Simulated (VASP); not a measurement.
All values below come from PBE GGA, VASP's PBE PAW potentials (set 64) (plane waves; VASP).

The input files of a VASP run:

### POSCAR
```
CuZn
1
    2.9605579614     0.0000000000    -0.0000000000
   -0.0000000000     2.9605579614    -0.0000000000
    0.0000000000    -0.0000000000     2.9605579614
Zn Cu
1 1
Direct
  0.5000000000   0.5000000000   0.5000000000
  0.0000000000   0.0000000000   0.0000000000
```

**KPOINTS**
```
Automatic
0
G
 11 11 11
0 0 0
```

### INCAR
```
# general
SYSTEM   =  CuZn
PREC     =  Accurate
ENCUT    =  530   # plane-wave cut-off (eV)
LREAL    =  .FALSE.   # projection in real space or not
LASPH    =  .TRUE.   # aspherical one-centre terms

# electronic loop
EDIFF    =  1E-7
NELM     =  100
ALGO     =  Normal   # blocked Davidson
LMAXMIX  =  4   # l cut-off of mixed one-centre charges

# smearing
ISMEAR   =  1   # Methfessel-Paxton
SIGMA    =  0.1   # width (eV)

# functional
GGA      =  PE   # PBE

# ions
IBRION   =  6
NSW      =  1   # most ionic steps
ISIF     =  3   # ions, shape and volume
POTIM    =  0.015
NFREE    =  2

# output
LWAVE    =  .FALSE.
LCHARG   =  .FALSE.
```

POTCAR, in this order: Zn Cu (PBE.64 set). Program: vasp_std.

Output of the run:

### OSZICAR
```
...
DAV:   2    -0.504143254211E+01    0.48604E-01   -0.35713E-02 14128   0.427E+00    0.109E+00
DAV:   3    -0.501568437180E+01    0.25748E-01   -0.26397E-02 16440   0.406E+00    0.961E-02
DAV:   4    -0.501583737499E+01   -0.15300E-03   -0.24257E-03 12486   0.754E-01    0.673E-02
DAV:   5    -0.501583182265E+01    0.55523E-05   -0.88963E-05 15782   0.296E-01    0.396E-02
DAV:   6    -0.501583422914E+01   -0.24065E-05   -0.11457E-05 17233   0.128E-01    0.808E-03
DAV:   7    -0.501583365081E+01    0.57833E-06   -0.11494E-06 17673   0.290E-02    0.812E-04
DAV:   8    -0.501583368954E+01   -0.38734E-07   -0.15610E-07  8138   0.818E-03
   9 F= -.50158337E+01 E0= -.50159115E+01  d E =0.233367E-03
       N       E                     dE             d eps       ncg     rms          rms(c)
DAV:   1    -0.505134419461E+01   -0.35511E-01   -0.98983E-01 14209   0.112E+01    0.125E+00
DAV:   2    -0.502885436664E+01    0.22490E-01   -0.18864E-02 14356   0.304E+00    0.758E-01
DAV:   3    -0.501573278565E+01    0.13122E-01   -0.12708E-02 16160   0.301E+00    0.624E-02
DAV:   4    -0.501582387960E+01   -0.91094E-04   -0.13726E-03 12849   0.563E-01    0.450E-02
DAV:   5    -0.501581640386E+01    0.74757E-05   -0.77019E-05 16710   0.253E-01    0.152E-02
DAV:   6    -0.501583250897E+01   -0.16105E-04   -0.11054E-05 17533   0.977E-02    0.194E-03
DAV:   7    -0.501583341009E+01   -0.90112E-06   -0.70332E-07 12427   0.115E-02    0.110E-03
DAV:   8    -0.501583368880E+01   -0.27871E-06   -0.12936E-08  6967   0.492E-03    0.117E-04
DAV:   9    -0.501583369154E+01   -0.27417E-08   -0.58118E-09  6652   0.183E-03
  10 F= -.50158337E+01 E0= -.50159115E+01  d E =0.233384E-03
       N       E                     dE             d eps       ncg     rms          rms(c)
DAV:   1    -0.509005492697E+01   -0.74221E-01   -0.11178E+00 14048   0.119E+01    0.184E+00
DAV:   2    -0.504139690135E+01    0.48658E-01   -0.35736E-02 13978   0.428E+00    0.109E+00
DAV:   3    -0.501567846152E+01    0.25718E-01   -0.26497E-02 16550   0.405E+00    0.961E-02
DAV:   4    -0.501583641562E+01   -0.15795E-03   -0.24896E-03 12469   0.798E-01    0.688E-02
DAV:   5    -0.501583158485E+01    0.48308E-05   -0.93968E-05 15986   0.284E-01    0.380E-02
DAV:   6    -0.501583394577E+01   -0.23609E-05   -0.82325E-06 17773   0.117E-01    0.568E-03
DAV:   7    -0.501583367313E+01    0.27264E-06   -0.96132E-07 16755   0.232E-02    0.895E-04
DAV:   8    -0.501583369014E+01   -0.17013E-07   -0.80715E-08  7006   0.737E-03
  11 F= -.50158337E+01 E0= -.50159115E+01  d E =0.233381E-03
       N       E                     dE             d eps       ncg     rms          rms(c)
DAV:   1    -0.504053093456E+01   -0.24697E-01   -0.10146E+00 13788   0.111E+01    0.125E+00
DAV:   2    -0.502219003161E+01    0.18341E-01   -0.19702E-02 14080   0.314E+00    0.759E-01
DAV:   3    -0.501536013600E+01    0.68299E-02   -0.13821E-02 16504   0.319E+00    0.101E-01
DAV:   4    -0.501547104519E+01   -0.11091E-03   -0.18670E-03 14573   0.916E-01    0.508E-02
DAV:   5    -0.501557290440E+01   -0.10186E-03   -0.77256E-05 17266   0.232E-01    0.222E-02
DAV:   6    -0.501581006777E+01   -0.23716E-03   -0.15183E-05 16265   0.109E-01    0.428E-03
DAV:   7    -0.501583022666E+01   -0.20159E-04   -0.16178E-06 14359   0.208E-02    0.137E-03
DAV:   8    -0.501583355871E+01   -0.33321E-05   -0.53045E-08  7156   0.813E-03    0.276E-04
DAV:   9    -0.501583368916E+01   -0.13045E-06   -0.14233E-08  6533   0.316E-03    0.725E-05
DAV:  10    -0.501583368574E+01    0.34192E-08   -0.55373E-09  6176   0.104E-03
  12 F= -.50158337E+01 E0= -.50159115E+01  d E =0.233382E-03
       N       E                     dE             d eps       ncg     rms          rms(c)
DAV:   1    -0.509007380940E+01   -0.74240E-01   -0.11152E+00 14126   0.119E+01    0.184E+00
DAV:   2    -0.504141477710E+01    0.48659E-01   -0.35273E-02 13806   0.426E+00    0.109E+00
DAV:   3    -0.501567534803E+01    0.25739E-01   -0.26446E-02 16449   0.404E+00    0.953E-02
DAV:   4    -0.501583687152E+01   -0.16152E-03   -0.24723E-03 12525   0.767E-01    0.680E-02
DAV:   5    -0.501583165937E+01    0.52121E-05   -0.91939E-05 15269   0.293E-01    0.390E-02
DAV:   6    -0.501583409774E+01   -0.24384E-05   -0.10156E-05 17479   0.125E-01    0.713E-03
DAV:   7    -0.501583366180E+01    0.43594E-06   -0.10469E-06 17610   0.261E-02    0.886E-04
DAV:   8    -0.501583369004E+01   -0.28238E-07   -0.10763E-07  7504   0.768E-03
  13 F= -.50158337E+01 E0= -.50159115E+01  d E =0.233370E-03
       N       E                     dE             d eps       ncg     rms          rms(c)
DAV:   1    -0.502302578409E+01   -0.71921E-02   -0.15930E+00  4970   0.125E+01    0.852E-01
DAV:   2    -0.501709759194E+01    0.59282E-02   -0.17411E-02  4207   0.270E+00    0.525E-01
DAV:   3    -0.501618783064E+01    0.90976E-03   -0.78356E-03  6044   0.226E+00    0.594E-02
DAV:   4    -0.501635796517E+01   -0.17013E-03   -0.95965E-04  4800   0.598E-01    0.228E-02
DAV:   5    -0.501637236672E+01   -0.14402E-04   -0.36077E-05  5747   0.179E-01    0.106E-02
DAV:   6    -0.501639375596E+01   -0.21389E-04   -0.23231E-06  5471   0.293E-02    0.393E-03
DAV:   7    -0.501640089666E+01   -0.71407E-05   -0.77427E-07  4642   0.276E-02    0.342E-04
DAV:   8    -0.501640123911E+01   -0.34245E-06   -0.25746E-08  2513   0.349E-03    0.144E-04
DAV:   9    -0.501640152305E+01   -0.28394E-06   -0.71612E-09  2422   0.144E-03    0.729E-05
DAV:  10    -0.501640154516E+01   -0.22114E-07   -0.23016E-09  2275   0.101E-03
  14 F= -.50164015E+01 E0= -.50164725E+01  d E =0.212975E-03
       N       E                     dE             d eps       ncg     rms          rms(c)
DAV:   1    -0.501508565053E+01    0.13159E-02   -0.31825E+00  4018   0.135E+01    0.764E-02
DAV:   2    -0.501643393378E+01   -0.13483E-02   -0.14028E-02  4557   0.171E+00    0.613E-02
DAV:   3    -0.501641507697E+01    0.18857E-04   -0.32599E-04  4772   0.385E-01    0.286E-02
DAV:   4    -0.501640400493E+01    0.11072E-04   -0.61374E-05  5968   0.132E-01    0.122E-02
DAV:   5    -0.501640226210E+01    0.17428E-05   -0.13533E-05  4305   0.917E-02    0.691E-03
DAV:   6    -0.501640157037E+01    0.69173E-06   -0.25613E-06  5575   0.591E-02    0.169E-03
DAV:   7    -0.501640157302E+01   -0.26498E-08   -0.29808E-07  3582   0.123E-02
  15 F= -.50164016E+01 E0= -.50164726E+01  d E =0.213071E-03
       N       E                     dE             d eps       ncg     rms          rms(c)
DAV:   1    -0.501490926613E+01    0.14923E-02   -0.23748E+00  3780   0.135E+01    0.826E-02
DAV:   2    -0.501664292193E+01   -0.17337E-02   -0.18907E-02  5639   0.210E+00    0.103E-01
DAV:   3    -0.501650896441E+01    0.13396E-03   -0.27947E-04  4832   0.472E-01    0.632E-02
DAV:   4    -0.501639289941E+01    0.11607E-03   -0.37526E-04  5816   0.377E-01    0.191E-02
DAV:   5    -0.501638723606E+01    0.56633E-05   -0.26807E-05  5274   0.159E-01    0.402E-03
DAV:   6    -0.501638721928E+01    0.16775E-07   -0.13105E-06  5922   0.169E-02    0.132E-03
DAV:   7    -0.501638721354E+01    0.57448E-08   -0.41398E-08  2492   0.505E-03
  16 F= -.50163872E+01 E0= -.50164582E+01  d E =0.212983E-03
       N       E                     dE             d eps       ncg     rms          rms(c)
DAV:   1    -0.501377640062E+01    0.26108E-02   -0.36664E+00  3780   0.133E+01    0.141E-01
DAV:   2    -0.501693972775E+01   -0.31633E-02   -0.36101E-02  5379   0.210E+00    0.148E-01
DAV:   3    -0.501666147756E+01    0.27825E-03   -0.67611E-04  4960   0.669E-01    0.983E-02
DAV:   4    -0.501646169650E+01    0.19978E-03   -0.13455E-03  5761   0.489E-01    0.559E-02
DAV:   5    -0.501639072109E+01    0.70975E-04   -0.15205E-04  5327   0.274E-01    0.137E-02
DAV:   6    -0.501638730654E+01    0.34145E-05   -0.12880E-05  5944   0.588E-02    0.355E-03
DAV:   7    -0.501638722646E+01    0.80081E-07   -0.48972E-07  4717   0.938E-03
  17 F= -.50163872E+01 E0= -.50164582E+01  d E =0.212993E-03
```

**OUTCAR**
```
------------------------ aborting loop because EDIFF is reached ----------------------------------------
  FORCE on cell =-STRESS in cart. coord.  units (eV):
  Direction    XX          YY          ZZ          XY          YZ          ZX
  --------------------------------------------------------------------------------------
  Total        0.1207864      0.1228393      0.1228393      0.0000000     -0.0000000     -0.0000000
  in kB        7.4577497      7.5845018      7.5845018      0.0000000     -0.0000000     -0.0000000
  external PRESSURE =       7.5422511 kB  Pullay stress =       0.0000000 kB
  volume of cell :       25.95
      direct lattice vectors                 reciprocal lattice vectors
     2.960557961  0.000000000  0.000000000     0.337774167  0.000000000  0.000000000
     0.000000000  2.960557961  0.000000000     0.000000000  0.337774167  0.000000000
     0.000000000  0.000000000  2.960557961     0.000000000  0.000000000  0.337774167
 POSITION                                       TOTAL-FORCE (eV/Angst)
 -----------------------------------------------------------------------------------
      1.48028      1.48028      1.48028        -0.069694      0.000000     -0.000000
     -0.01500      0.00000      0.00000         0.069694     -0.000000      0.000000
 -----------------------------------------------------------------------------------
    total drift:                                0.001289      0.000000     -0.000014
  FREE ENERGIE OF THE ION-ELECTRON SYSTEM (eV)
  ---------------------------------------------------
  free  energy   TOTEN  =        -5.0163872265 eV

  energy  without entropy=       -5.0166002195  energy(sigma->0) =       -5.01645822

   1 f  =    5.919488 THz    37.193238 2PiTHz  197.452855 cm-1    24.481023 meV
             X         Y         Z           dx          dy          dz
      1.480279  1.480279  1.480279    -0.000000    0.700303    0.000000
      0.000000  0.000000  0.000000    -0.000000   -0.713846    0.000000

   2 f  =    5.919488 THz    37.193238 2PiTHz  197.452855 cm-1    24.481023 meV
             X         Y         Z           dx          dy          dz
      1.480279  1.480279  1.480279    -0.000000    0.000000   -0.700303
      0.000000  0.000000  0.000000     0.000000    0.000000    0.713846

   3 f  =    5.919488 THz    37.193238 2PiTHz  197.452855 cm-1    24.481023 meV
             X         Y         Z           dx          dy          dz
      1.480279  1.480279  1.480279     0.700303   -0.000000   -0.000000
      0.000000  0.000000  0.000000    -0.713846   -0.000000    0.000000

   4 f/i=    0.014356 THz     0.090200 2PiTHz    0.478858 cm-1     0.059371 meV
             X         Y         Z           dx          dy          dz
      1.480279  1.480279  1.480279     0.713846    0.000000   -0.000000
      0.000000  0.000000  0.000000     0.700303   -0.000000    0.000000

   5 f/i=    0.014356 THz     0.090200 2PiTHz    0.478858 cm-1     0.059371 meV
             X         Y         Z           dx          dy          dz
      1.480279  1.480279  1.480279     0.000000   -0.713846   -0.000000
      0.000000  0.000000  0.000000     0.000000   -0.700303    0.000000

   6 f/i=    0.014356 THz     0.090200 2PiTHz    0.478858 cm-1     0.059371 meV
             X         Y         Z           dx          dy          dz
      1.480279  1.480279  1.480279     0.000000   -0.000000    0.713846
      0.000000  0.000000  0.000000     0.000000    0.000000    0.700303

 ELASTIC MODULI CONTR FROM IONIC RELAXATION (kBar)
 Direction    XX          YY          ZZ          XY          YZ          ZX
 --------------------------------------------------------------------------------
 XX           0.0000      0.0000      0.0000      0.0000      0.0000      0.0000
 YY           0.0000      0.0000      0.0000      0.0000      0.0000      0.0000
 ZZ           0.0000      0.0000      0.0000      0.0000      0.0000      0.0000
 XY           0.0000      0.0000      0.0000      0.0000      0.0000      0.0000
 YZ           0.0000      0.0000      0.0000      0.0000      0.0000      0.0000
 ZX           0.0000      0.0000      0.0000      0.0000      0.0000      0.0000
 --------------------------------------------------------------------------------

 TOTAL ELASTIC MODULI (kBar)
 Direction    XX          YY          ZZ          XY          YZ          ZX
 --------------------------------------------------------------------------------
 XX        1622.6170    940.4702    940.4702     -0.0000     -0.0000     -0.0000
 YY         940.4702   1622.6170    940.4702      0.0000     -0.0000     -0.0000
 ZZ         940.4702    940.4702   1622.6170      0.0000      0.0000      0.0000
 XY          -0.0000      0.0000      0.0000    626.8860      0.0000      0.0000
 YZ          -0.0000     -0.0000      0.0000      0.0000    626.8860      0.0000
 ZX          -0.0000     -0.0000      0.0000      0.0000      0.0000    626.8860
 --------------------------------------------------------------------------------
```
(Selected blocks of OUTCAR.)

Finite-difference elastic constants of metals are sensitive to mesh and smearing; shear constants can be off by tens of GPa.

The compound is CuZn in the CsCl type structure. It was relaxed first. The electron count is odd and the run is not spin-polarised, which forces a metal.
